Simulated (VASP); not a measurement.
VASP input:

INCAR:
```
SYSTEM = AlN
PREC = Accurate
ENCUT = 520
EDIFF = 1E-6
NELM = 100
ALGO = Normal
LREAL = .FALSE.
LASPH = .TRUE.
ISMEAR = 0
SIGMA = 0.05
GGA = PE
LWAVE = .FALSE.
LCHARG = .FALSE.
ISIF = 2
```

**KPOINTS**
```
Automatic mesh
0
Gamma
4 4 4
0 0 0
```

**POSCAR**
```
AlN
1
    0.0000000000     4.2212118600     4.2212118600
    4.2212118600     0.0000000000     4.2212118600
    4.2212118600     4.2212118600     0.0000000000
Al N
1 1
Direct
  0.0000000000   0.0000000000   0.0000000000
  0.2500000000   0.2500000000   0.2500000000
```

POTCAR, in this order: Al N (PBE.64 set). Program: vasp_std.

Question: Does this input run properly? What does VASP do?

Answer: There is a fault: the lattice was typed in bohr, and VASP reads ångström. The run ends without an error. Against the sound run, the energy per atom (σ→0) rises by 5.585 eV/atom; the pressure rises by 4.85 GPa; the band gap falls by 3.28 eV; the volume increases by 570 %.

### standard output
```
 POSCAR found type information on POSCAR AlN
 POSCAR found :  2 types and       2 ions
 Reading from existing POTCAR
 Reading from existing POTCAR
 LDA part: xc-table for (Slater+PW92), standard interpolation
 POSCAR, INCAR and KPOINTS ok, starting setup
 WAVECAR not read
 entering main loop
       N       E                     dE             d eps       ncg     rms          rms(c)
DAV:   1     0.235108994340E+02    0.23511E+02   -0.23680E+03   128   0.639E+02
DAV:   2    -0.208087450137E+01   -0.25592E+02   -0.25157E+02   240   0.791E+01
DAV:   3    -0.535131723261E+01   -0.32704E+01   -0.29269E+01   144   0.349E+01
DAV:   4    -0.542347726132E+01   -0.72160E-01   -0.71953E-01   128   0.640E+00
DAV:   5    -0.542499589253E+01   -0.15186E-02   -0.15185E-02   136   0.911E-01    0.702E+00
DAV:   6    -0.487147543797E+01    0.55352E+00   -0.47760E+01   144   0.221E+01    0.915E+00
DAV:   7    -0.371541372049E+01    0.11561E+01   -0.19858E+01   144   0.122E+01    0.117E+00
DAV:   8    -0.365043063904E+01    0.64983E-01   -0.67714E-01   128   0.485E+00    0.377E-01
DAV:   9    -0.365438677545E+01   -0.39561E-02   -0.46459E-02   128   0.982E-01    0.321E-01
DAV:  10    -0.366073371536E+01   -0.63469E-02   -0.29729E-02   136   0.867E-01    0.255E-01
DAV:  11    -0.365981392190E+01    0.91979E-03   -0.30134E-03   128   0.316E-01    0.108E-01
DAV:  12    -0.365986847675E+01   -0.54555E-04   -0.70839E-03   128   0.270E-01    0.813E-02
DAV:  13    -0.365983272757E+01    0.35749E-04   -0.23178E-04   128   0.116E-01    0.396E-02
DAV:  14    -0.365978013997E+01    0.52588E-04   -0.53828E-04   160   0.623E-02    0.664E-03
DAV:  15    -0.365978208529E+01   -0.19453E-05   -0.64482E-06   128   0.168E-02    0.662E-03
DAV:  16    -0.365978159822E+01    0.48707E-06   -0.18928E-06   120   0.658E-03
   1 F= -.36597816E+01 E0= -.36526189E+01  d E =-.143254E-01
```

OUTCAR:
```
------------------------ aborting loop because EDIFF is reached ----------------------------------------
  FORCE on cell =-STRESS in cart. coord.  units (eV):
  Direction    XX          YY          ZZ          XY          YZ          ZX
  --------------------------------------------------------------------------------------
  Total       -2.9440041     -2.9440041     -2.9440041     -0.0000000     -0.0000000      0.0000000
  in kB      -31.3550532    -31.3550532    -31.3550532     -0.0000000     -0.0000000      0.0000000
  external PRESSURE =     -31.3550532 kB  Pullay stress =       0.0000000 kB
  volume of cell :      150.43
      direct lattice vectors                 reciprocal lattice vectors
     0.000000000  4.221211860  4.221211860    -0.118449397  0.118449397  0.118449397
     4.221211860  0.000000000  4.221211860     0.118449397 -0.118449397  0.118449397
     4.221211860  4.221211860  0.000000000     0.118449397  0.118449397 -0.118449397
  FREE ENERGIE OF THE ION-ELECTRON SYSTEM (eV)
  ---------------------------------------------------
  free  energy   TOTEN  =        -3.6597815982 eV

  energy  without entropy=       -3.6454562390  energy(sigma->0) =       -3.65261892
```
(Selected blocks of OUTCAR.)

To mend it, correct POSCAR, correct KPOINTS.
**POSCAR**
```
AlN
1
    0.0000000000     2.2338000000     2.2338000000
    2.2338000000     0.0000000000     2.2338000000
    2.2338000000     2.2338000000     0.0000000000
Al N
1 1
Direct
  0.0000000000   0.0000000000   0.0000000000
  0.2500000000   0.2500000000   0.2500000000
```
### KPOINTS
```
Automatic mesh
0
Gamma
8 8 8
0 0 0
```
The mended run (PBE GGA, plane waves, VASP's PBE PAW potentials (set 64)) converges, and its OSZICAR ends with
```
   1 F= -.14822460E+02 E0= -.14822460E+02  d E =-.577249E-16
```

The compound is AlN in the zinc blende structure, a metastable form; wurtzite is the usual one. The cell was not relaxed at this level.
